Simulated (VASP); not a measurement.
A run of VASP 6.6.1:

The input INCAR:

```
  PREC = Accurate
  ENCUT = 520
  EDIFF = 1E-6
  ISMEAR = -1
  SIGMA = 0.05
  LREAL = F
  LASPH = T
  NELM = 60
  ALGO = Normal
  ISIF = 2
  LWAVE = F
  LCHARG = F
  GGA = PS
  NBANDS = 34
```

File KPOINTS:

```
regular mesh
0
Gamma
  5 5 5
```

File POSCAR:

```
Cu2B
1.0
    0.0000000000      3.2834700000      3.2834700000
    3.2834700000      0.0000000000      3.2834700000
    3.2834700000      3.2834700000      0.0000000000
Cu B
4 2
Direct
    0.1250000000      0.1250000000      0.1250000000
    0.6250000000      0.1250000000      0.1250000000
    0.1250000000      0.1250000000      0.6250000000
    0.1250000000      0.6250000000      0.1250000000
    0.5000000000      0.5000000000      0.5000000000
    0.7500000000      0.7500000000      0.7500000000
```

Potentials or basis: VASP PAW PBE potentials, release 64 (Cu, B).

The run is started by

```bash
$ cat potpaw_PBE.64/Cu/POTCAR potpaw_PBE.64/B/POTCAR > POTCAR
$ mpirun -np 1 vasp_std > vasp.out
```

Hardware: 1 thread of Intel(R) Xeon(R) 6975P-C (Granite Rapids), on a shared host.

Problem. How long does it take, and how much memory?

Solution. It took 21 s on 1 thread of Intel(R) Xeon(R) 6975P-C (Granite Rapids), on a shared host, peak memory 0.2 GiB. Counts: scf iterations 15, k points 10.
